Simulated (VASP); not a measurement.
Runs of VASP 6.6.1 on Si. Symmetry: Fd-3m, No. 227, cubic system. Conventional cell: a = 5.431 Å, b = 5.431 Å, c = 5.431 Å, α = 90.00°, β = 90.00°, γ = 90.00°. Si (site symmetry -43m) is surrounded by 4 Si at 2.35 Å. 

```tsv
level	potentials or basis	pressure (GPa)	moment (μB)
r2SCAN	VASP PAW PBE potentials, release 64 (Si)	(a)	0.00
LDA	VASP PAW LDA potentials, release 64 (Si)	-1.5	0.00
PBE	VASP PAW PBE potentials, release 64 (Si)	1.9	0.00
TB-mBJ	VASP PAW PBE potentials, release 64 (Si)	-	0.00
```

Alike in all rows: task single point; spin non-collinear, zero start, SOC; cell as given; k mesh 8 × 8 × 8; cutoff (eV) 520; smearing gaussian 0.02 eV.

Problem. Fill in the values left out.

Solution. (a) 0.5.

Caveats: the PAW data sets were made with another functional, which shifts forces and pressure a little (some runs).
